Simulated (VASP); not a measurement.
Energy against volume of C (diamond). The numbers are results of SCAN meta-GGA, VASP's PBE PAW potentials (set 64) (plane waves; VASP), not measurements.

| V (Å³/atom) | E (eV/atom) |
|---|---|
| 5.281 | -9.97161 |
| 5.449 | -9.99625 |
| 5.618 | -10.00432 |
| 5.787 | -9.99784 |
| 5.955 | -9.97867 |

Fit a third-order Birch-Murnaghan equation of state.

The volume per atom comes out as 5.62 Å^3/atom, the bulk modulus comes out as 458 GPa and the pressure derivative of the bulk modulus is 3.45. The lattice constant a is 3.557 Å.

Measured: bulk modulus 455 GPa at 0 K (computed value off by +0.7 %), as given by Daniel Mejia-Rodriguez et al., Physical Review B (2018), arXiv:1807.09216 [0 K value with the zero-point phonon effect removed]; a 3.553 Å at 0 K (computed value off by +0.1 %), as given by Daniel Mejia-Rodriguez et al., Physical Review B (2018), arXiv:1807.09216 [static lattice: zero-point anharmonic expansion removed].

The compound is C in the diamond structure. It was relaxed first.
